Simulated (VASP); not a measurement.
Data:

```
AgBr
1.0
    0.00000     2.99605     2.99605
    2.99605     0.00000     2.99605
    2.99605     2.99605     0.00000
Ag Br
1 1
Direct
  0.00000   0.00000   0.00000
  0.50000   0.50000   0.50000
```

The numbers are results of RPBE GGA, VASP's PBE PAW potentials (set 64) (plane waves; VASP), not measurements. Numerical set-up: 520 eV cut-off, Gaussian smearing of 0.050 eV, potentials Ag Br.

Task: Give the energies of bands 2 to 11 at the high-symmetry points, in eV from the valence-band maximum.

Result: 
```
band      Γ      X      U      L      W
----  -----  -----  -----  -----  -----
2     -2.30  -3.34  -3.35  -4.21  -3.40
3     -2.30  -2.48  -3.24  -3.40  -3.10
4     -2.30  -2.20  -3.08  -3.40  -3.10
5     -2.30  -2.20  -2.19  -2.08  -2.02
6     -2.30  -2.18  -2.04  -2.08  -2.01
7     -1.49  -2.01  -1.85  -1.79  -1.88
8     -1.49  -2.01  -1.67   0.00  -1.88
9     -1.49  -1.97  -0.94   0.00  -1.18
10     0.91   1.98   3.15   4.27   3.71
11    10.03   7.43   6.99   5.98   7.25
```

The gap is indirect, 0.91 eV, from the valence maximum at L to the conduction minimum at Γ.

The compound is AgBr in the rock salt structure. It was relaxed first, which changed the volume by +12 %.
